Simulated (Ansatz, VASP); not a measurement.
## Two plane-wave programs on CsLi2

```
Cs Li
1.0
     3.96633    0.00000    0.00000
    -1.98317    3.43495    0.00000
     0.00000    0.00000   10.02838
Cs Li
1 2
Direct
  0.00000 0.00000 0.00000
  0.33333 0.66667 0.34863
  0.33333 0.66667 0.65137
```

The cell was built by a generator and needn't be a form met in nature.

Alike in both runs: task relaxation of cell and atoms; functional PBE; k mesh 8 × 8 × 3; occupations fermi-dirac, width 0.05 eV; no spin polarisation.

|  | VASP | Ansatz |
| --- | --- | --- |
| version | VASP 6.6.1 | Ansatz 0.2.0 |
| potentials or method | VASP PAW PBE potentials, release 64 (Cs_sv, Li_sv) | Ansatz PAW |
| plane-wave cutoff (eV) | 600 | 420 |
| valence electrons in the cell | 15 | 15 |

```tsv
	VASP	Ansatz	Ansatz less VASP
gap on the k mesh at the Fermi level, each at its own relaxed structure (eV)	none	none	-
relaxed volume (Å³/atom)	45.16	45.48	+0.317
relaxed cell length with the largest relative difference (Å)	3.969	3.981	+0.0119
```

A gap of «none» marks a metal or a gap that the smearing closes.

Caveats: the cutoff is under 1.25 times the usual one of these potentials, so pressure, stress and relaxed cells hold a basis-set (Pulay) error (VASP); the plane-wave basis is chosen anew once the cell has moved, so the energies of steps on either side of that aren't comparable (Ansatz). The runs have no spin-orbit coupling, so splittings on Cs are missing.
